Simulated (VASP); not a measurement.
All values below come from PBEsol GGA, VASP's PBE PAW potentials (set 64) (plane waves; VASP).

VASP ran on this input.

### POSCAR
```
Zn3CdSe4
1
    4.0588466297     0.0000000000     0.0000000000
    0.0000000000     4.0674747934     5.7504067447
    0.0000000000    -4.0674747934     5.7504067447
Zn Cd Se
3 1 4
Direct
  0.0000000000   0.9993755935   0.9993755935
  0.5000000000   0.9980119812   0.5018043702
  0.5000000000   0.5018043702   0.9980119812
  0.0000000000   0.5017100496   0.5017100496
  0.5000000000   0.3627552548   0.3627552548
  0.0000000000   0.3692517625   0.8922911853
  0.0000000000   0.8922911853   0.3692517625
  0.5000000000   0.8747898031   0.8747898031
```

### KPOINTS
```
Automatic mesh
0
Gamma
6 4 4
0 0 0
```

### INCAR
```
! general
SYSTEM  = Zn3CdSe4
PREC    = Accurate
ENCUT   = 400
LREAL   = .FALSE.
LASPH   = .TRUE.

! electronic loop
EDIFF   = 1E-7
NELM    = 100
ALGO    = Normal
LMAXMIX = 4

! smearing
ISMEAR  = -5

! functional
GGA     = PS

! ions
ISIF    = 2

! output
LWAVE   = .FALSE.
LCHARG  = .TRUE.
LORBIT  = 11
NEDOS   = 601

! other
LEFG    = .TRUE.
```

POTCAR, in this order: Zn Cd Se (PBE.64 set). Program: vasp_std.

What VASP printed:

**OSZICAR**
```
       N       E                     dE             d eps       ncg     rms          rms(c)
DAV:   1     0.518148375089E+03    0.51815E+03   -0.28681E+04  2408   0.152E+03
DAV:   2     0.305668260213E+02   -0.48758E+03   -0.47548E+03  2472   0.378E+02
DAV:   3    -0.258027586295E+02   -0.56370E+02   -0.55922E+02  2701   0.131E+02
DAV:   4    -0.276400852942E+02   -0.18373E+01   -0.18307E+01  2826   0.229E+01
DAV:   5    -0.276582767834E+02   -0.18191E-01   -0.18181E-01  2772   0.233E+00    0.110E+01
DAV:   6    -0.263607051219E+02    0.12976E+01   -0.33202E+00  3136   0.361E+01    0.819E+00
DAV:   7    -0.263675747659E+02   -0.68696E-02   -0.25433E+00  2632   0.763E+00    0.368E+00
DAV:   8    -0.263476833881E+02    0.19891E-01   -0.15760E-01  2886   0.386E+00    0.843E-01
DAV:   9    -0.263464982655E+02    0.11851E-02   -0.19114E-02  3015   0.150E+00    0.201E-01
DAV:  10    -0.263466181121E+02   -0.11985E-03   -0.14456E-03  2951   0.522E-01    0.840E-02
DAV:  11    -0.263467136320E+02   -0.95520E-04   -0.20713E-04  2767   0.290E-01    0.427E-02
DAV:  12    -0.263467497099E+02   -0.36078E-04   -0.64530E-05  2610   0.745E-02    0.718E-03
DAV:  13    -0.263467526298E+02   -0.29199E-05   -0.48794E-06  2776   0.217E-02    0.347E-03
DAV:  14    -0.263467534533E+02   -0.82350E-06   -0.31083E-06  2602   0.129E-02    0.214E-03
DAV:  15    -0.263467534730E+02   -0.19707E-07   -0.20329E-07  2344   0.137E-02
   1 F= -.26346753E+02 E0= -.26346753E+02  d E =0.000000E+00
```

OUTCAR:
```
------------------------ aborting loop because EDIFF is reached ----------------------------------------
  FORCE on cell =-STRESS in cart. coord.  units (eV):
  Direction    XX          YY          ZZ          XY          YZ          ZX
  --------------------------------------------------------------------------------------
  Total       -0.0606549     -0.0319740      0.0313381      0.0000000      0.0000000      0.0000000
  in kB       -0.5118233     -0.2698058      0.2644399      0.0000000      0.0000000      0.0000000
  external PRESSURE =      -0.1723964 kB  Pullay stress =       0.0000000 kB
  volume of cell :      189.87
      direct lattice vectors                 reciprocal lattice vectors
     4.058846630  0.000000000  0.000000000     0.246375409  0.000000000  0.000000000
     0.000000000  4.067474793  5.750406745     0.000000000  0.122926392  0.086950371
     0.000000000 -4.067474793  5.750406745     0.000000000 -0.122926392  0.086950371
 POSITION                                       TOTAL-FORCE (eV/Angst)
 -----------------------------------------------------------------------------------
      0.00000      0.00000     11.49363         0.000000     -0.000000     -0.004801
      2.02942      2.01831      8.62455         0.000000     -0.005631      0.004073
      2.02942     -2.01831      8.62455         0.000000      0.005631      0.004073
      0.00000      0.00000      5.77007         0.000000     -0.000000      0.010442
      2.02942      0.00000      4.17198         0.000000     -0.000000     -0.002323
      0.00000     -2.12745      7.25439         0.000000     -0.002668     -0.006202
      0.00000      2.12745      7.25439         0.000000      0.002668     -0.006202
      2.02942      0.00000     10.06079         0.000000     -0.000000      0.000939
 -----------------------------------------------------------------------------------
    total drift:                                0.000000     -0.000001     -0.001290
  FREE ENERGIE OF THE ION-ELECTRON SYSTEM (eV)
  ---------------------------------------------------
  free  energy   TOTEN  =       -26.3467534730 eV

  energy  without entropy=      -26.3467534730  energy(sigma->0) =      -26.34675347

 total charge

# of ion       s       p       d       tot
------------------------------------------
    1        0.533   0.431   9.782  10.746
    2        0.537   0.450   9.785  10.772
    3        0.537   0.450   9.785  10.772
    4        0.462   0.357   9.544  10.364
    5        1.441   2.423   0.031   3.895
    6        1.440   2.408   0.030   3.878
    7        1.440   2.408   0.030   3.878
    8        1.439   2.391   0.028   3.857
--------------------------------------------------
tot          7.830  11.319  39.013  58.162

 Electric field gradients after diagonalization (V/A^2)
 (convention: |V_zz| > |V_xx| > |V_yy|)
----------------------------------------------------------------------
 ion       V_xx      V_yy      V_zz     asymmetry (V_yy - V_xx)/ V_zz
----------------------------------------------------------------------
   1       4.986     1.536    -6.522       0.529
   2      -4.628    -3.394     8.022       0.154
   3      -4.628    -3.394     8.022       0.154
   4       9.134     4.357   -13.492       0.354
   5      32.209     4.835   -37.044       0.739
   6      19.299    11.235   -30.534       0.264
   7      19.299    11.235   -30.534       0.264
   8      -1.590    -0.323     1.913       0.662
```
(Selected blocks of OUTCAR.)

File OUTCAR:
```
 val. band max:        1.4941429610   @ k =   0.0000   0.0000   0.0000

 cond. band min:       2.3675194109   @ k =   0.0000   0.0000   0.0000


 Fermi energy:         1.5088367650

 k-point     1 :       0.0000    0.0000    0.0000
  band No.  band energies     occupation
      1     -11.7764      2.00000
      2     -11.0870      2.00000
      3     -11.0315      2.00000
      4     -10.8153      2.00000
      5      -6.4286      2.00000
      6      -6.3229      2.00000
      7      -6.2718      2.00000
      8      -6.1910      2.00000
      9      -6.1472      2.00000
     10      -5.1371      2.00000
     11      -5.1234      2.00000
     12      -5.1187      2.00000
     13      -5.0413      2.00000
     14      -5.0155      2.00000
     15      -5.0072      2.00000
     16      -4.9529      2.00000
     17      -4.8166      2.00000
     18      -4.8067      2.00000
     19      -4.7898      2.00000
     20      -4.7891      2.00000
     21      -4.7563      2.00000
     22      -4.7258      2.00000
     23      -4.7220      2.00000
     24      -4.6557      2.00000
     25      -3.7826      2.00000
     26      -3.7242      2.00000
     27      -3.1979      2.00000
     28      -0.7771      2.00000
     29      -0.7597      2.00000
     30       0.4238      2.00000
     31       0.4992      2.00000
     32       0.5573      2.00000
     33       0.6554      2.00000
     34       1.4117      2.00000
     35       1.4177      2.00000
     36       1.4941      2.00000
     37       2.3675      0.00000
     38       3.8008      0.00000
     39       3.8508      0.00000
     40       4.3368      0.00000
     41       4.8431      0.00000
     42       7.1212      0.00000
     43       7.1289      0.00000

 k-point     2 :       0.1667    0.0000    0.0000
  band No.  band energies     occupation
      1     -11.6671      2.00000
      2     -11.0254      2.00000
      3     -10.9810      2.00000
      4     -10.8210      2.00000
      5      -6.4195      2.00000
...
```

The structure comes from a computed database's Zn3CdSe4 entry (Amm2); how it stands against other phases isn't given here. It was relaxed first, which changed the volume by -6 %.
